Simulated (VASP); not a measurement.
TiCo (CsCl type) relaxed at rising pressure, in one space group throughout; other phases were not tried. The pressures are those reached. Level of theory: PBE GGA, VASP's PBE PAW potentials (set 64) (plane waves; VASP).

| P (GPa) | V (Å³/atom) | k-mesh |
|---|---|---|
| -0.02 | 13.082 | 12×12×12 |
| 4.94 | 12.739 | 12×12×12 |
| 9.91 | 12.435 | 12×12×12 |
| 19.90 | 11.925 | 13×13×13 |
| 29.94 | 11.498 | 13×13×13 |

A change of mesh leaves a small step in the series.

Task: Fit an equation of state and predict the volume at 44.95 GPa.

Result: Least squares on the third-order Birch-Murnaghan form, P = (3B0/2)(y⁷ − y⁵)[1 + (3/4)(B′ − 4)(y² − 1)] with y = (V0/V)^(1/3), gives V0 = 13.080 Å³/atom, B0 = 177 GPa and B′ = 4.2, and so 10.978 Å³/atom. The run gave 10.970 Å³/atom, -0.1 % from the fit.

Pressures at which the relaxation failed are left out.

The compound is TiCo in the CsCl type structure. The run is not spin-polarised, so no magnetic state was tried. The electron count is odd and the run is not spin-polarised, which forces a metal.
